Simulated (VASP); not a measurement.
Computed with PBE GGA with D3 dispersion (Becke-Johnson damping), VASP's PBE PAW potentials (set 64) (plane waves; VASP).

The input files of a VASP run:

File POSCAR:
```
CoGa
1
    2.8508706412     0.0000000000     0.0000000000
    0.0000000000     2.8508706412     0.0000000000
    0.0000000000     0.0000000000     2.8508706412
Ga Co
1 1
Direct
  0.5000000000   0.5000000000   0.5000000000
  0.0000000000   0.0000000000   0.0000000000
```

KPOINTS:
```
Automatic mesh
0
G
  13 13 13
```

### INCAR
```
# general
SYSTEM =CoGa
PREC   =Accurate
ENCUT  =520
LREAL  =.FALSE.
LASPH  =.TRUE.

# electronic loop
EDIFF  =1E-7
NELM   =100
ALGO   =Normal
LMAXMIX=4

# smearing
ISMEAR =1
SIGMA  =0.1

# functional
GGA    =PE
IVDW   =12

# ions
ISIF   =2

# output
LWAVE  =.FALSE.
LCHARG =.FALSE.
```

POTCAR, in this order: Ga_d Co (PBE.64 set). Program: vasp_std.

The run wrote:

**OSZICAR**
```
       N       E                     dE             d eps       ncg     rms          rms(c)
DAV:   1     0.982463971122E+02    0.98246E+02   -0.11047E+04  2720   0.265E+03
DAV:   2    -0.669771483146E+01   -0.10494E+03   -0.10264E+03  2597   0.357E+02
DAV:   3    -0.113623127784E+02   -0.46646E+01   -0.46518E+01  2898   0.806E+01
DAV:   4    -0.114306780350E+02   -0.68365E-01   -0.68361E-01  3462   0.911E+00
DAV:   5    -0.114324447338E+02   -0.17667E-02   -0.17667E-02  3169   0.126E+00    0.972E+00
DAV:   6    -0.123052820647E+02   -0.87284E+00   -0.21190E+01  2872   0.623E+01    0.107E+01
DAV:   7    -0.104892464703E+02    0.18160E+01   -0.85503E+00  2632   0.462E+01    0.191E+00
DAV:   8    -0.104690123250E+02    0.20234E-01   -0.23783E-01  3007   0.562E+00    0.619E-01
DAV:   9    -0.104634291072E+02    0.55832E-02   -0.17766E-02  3477   0.217E+00    0.124E-01
DAV:  10    -0.104631705502E+02    0.25856E-03   -0.58715E-04  3365   0.361E-01    0.627E-02
DAV:  11    -0.104631609611E+02    0.95891E-05   -0.57694E-05  3647   0.133E-01    0.114E-02
DAV:  12    -0.104631601992E+02    0.76188E-06   -0.27395E-06  3285   0.281E-02    0.220E-03
DAV:  13    -0.104631600911E+02    0.10806E-06   -0.28429E-07  2311   0.861E-03    0.121E-03
DAV:  14    -0.104631600338E+02    0.57362E-07   -0.90876E-08  1547   0.568E-03
   1 F= -.11351593E+02 E0= -.11351923E+02  d E =0.991068E-03
```

**OUTCAR**
```
------------------------ aborting loop because EDIFF is reached ----------------------------------------
 Edisp (eV)   -0.88843
  FORCE on cell =-STRESS in cart. coord.  units (eV):
  Direction    XX          YY          ZZ          XY          YZ          ZX
  --------------------------------------------------------------------------------------
  Total      -0.00700    -0.00700    -0.00700     0.00000     0.00000    -0.00000
  in kB      -0.48428    -0.48428    -0.48428     0.00000     0.00000    -0.00000
  external pressure =       -0.48 kB  Pullay stress =        0.00 kB
  volume of cell :       23.17
      direct lattice vectors                 reciprocal lattice vectors
     2.850870641  0.000000000  0.000000000     0.350770037  0.000000000  0.000000000
     0.000000000  2.850870641  0.000000000     0.000000000  0.350770037  0.000000000
     0.000000000  0.000000000  2.850870641     0.000000000  0.000000000  0.350770037
 POSITION                                       TOTAL-FORCE (eV/Angst)
 -----------------------------------------------------------------------------------
      1.42544      1.42544      1.42544         0.000000      0.000000      0.000000
      0.00000      0.00000      0.00000         0.000000      0.000000      0.000000
 -----------------------------------------------------------------------------------
    total drift:                                0.000000      0.000000     -0.000000
  FREE ENERGIE OF THE ION-ELECTRON SYSTEM (eV)
  ---------------------------------------------------
  free  energy   TOTEN  =       -11.3515931327 eV

  energy  without entropy=      -11.3525842009  energy(sigma->0) =      -11.35192349
```
(Selected blocks of OUTCAR.)

The compound is CoGa in the CsCl type structure. It was relaxed first. The run is not spin-polarised, so no magnetic state was tried.
